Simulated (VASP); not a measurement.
Here is the system:

```yaml
crystal:
  lattice:
    - [2.17947, -3.77495, 0.00000]
    - [2.17947, 3.77495, 0.00000]
    - [0.00000, 0.00000, 7.10479]
  atoms:
    - { symbol: Cd, position: [0.66667, 0.33333, 0.50005] }
    - { symbol: Cd, position: [0.33333, 0.66667, 0.00005] }
    - { symbol: Se, position: [0.66667, 0.33333, 0.87595] }
    - { symbol: Se, position: [0.33333, 0.66667, 0.37595] }
```

These are rev-vdW-DF2, VASP's PBE PAW potentials (set 64) (plane waves; VASP) values and carry that method's errors. Numerical set-up: 520 eV cut-off, Gaussian smearing of 0.050 eV, potentials Cd Se.

### Question
Estimate the band gap (along the path) with the smallest direct gap where there is one.

### Answer

| Property | Result |
|---|---|
| band gap (along the path) | 0.43 eV |
| smallest direct gap (along the path) | 0.43 eV |

Total energies compare only between runs with the same potentials, cut-off and functional.

The compound is CdSe in the wurtzite structure. It was relaxed first.
